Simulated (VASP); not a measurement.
An input for Ansatz (written as the equivalent of a VASP run, and not itself run):

Ansatz 0.2 input:
```yaml
crystal:
  lattice:
    - [1.5792696, -2.7353756, 0.0000000]
    - [1.5792696, 2.7353756, 0.0000000]
    - [0.0000000, 0.0000000, 5.0937068]
  atoms:
    - { symbol: Zn, position: [0.6666670, 0.3333330, 0.5014084] }
    - { symbol: Zn, position: [0.3333330, 0.6666670, 0.0014084] }
    - { symbol: O, position: [0.6666670, 0.3333330, 0.8805916] }
    - { symbol: O, position: [0.3333330, 0.6666670, 0.3805916] }
kpoints:
  mp_grid: { grid: [8, 8, 4] }
hamiltonian:
  xc: pbe
  pseudopotentials: { kind: paw }
scf:
  occupations: { method: gaussian, width: 0.05 }
  max_iter: 100
relax:
  max_steps: 40
  f_tol: 0.01
  cell: { p_target: 20 }
output: { forces: true, stress: true, eigenvalues: true }
```

### Question
Write the VASP files for the same calculation (PBE).

### Answer
This is not unique; one that fits is 
**INCAR**
```
SYSTEM = ZnO
PREC = Accurate; ENCUT = 600; LREAL = .False.
LASPH = .True.
EDIFF = 1E-7; NELM = 100; ALGO = Normal
LMAXMIX = 4
ISMEAR = 0; SIGMA = 0.05
GGA = PE
IBRION = 2; NSW = 40; ISIF = 3
EDIFFG = -0.01; PSTRESS = 200
LWAVE = .False.; LCHARG = .False.
```

**KPOINTS**
```
Automatic mesh
0
gamma
 8 8 4
```

**POSCAR**
```
ZnO
1.0
  1.5792695725  -2.7353756050   0.0000000000
  1.5792695725   2.7353756050   0.0000000000
  0.0000000000   0.0000000000   5.0937068079
Zn O
2 2
Cartesian
  1.5792695725  -0.9117936919   2.5540273485
  1.5792695725   0.9117936919   0.0071739446
  1.5792695725  -0.9117936919   4.4854754600
  1.5792695725   0.9117936919   1.9386220560
```

POTCAR, in this order: Zn O (PBE.64 set). Program: vasp_std.

What does not carry over: each code has its own PAW files, so the cut-off isn't converted (ENCUT is set for VASP's; basis.ecutwfc is left out, and Ansatz then takes the one that its files recommend); Ansatz stops its SCF on the density residual and VASP on the energy change (EDIFF).

The compound is ZnO in the wurtzite structure. It was relaxed first under an external pressure of 20 GPa.
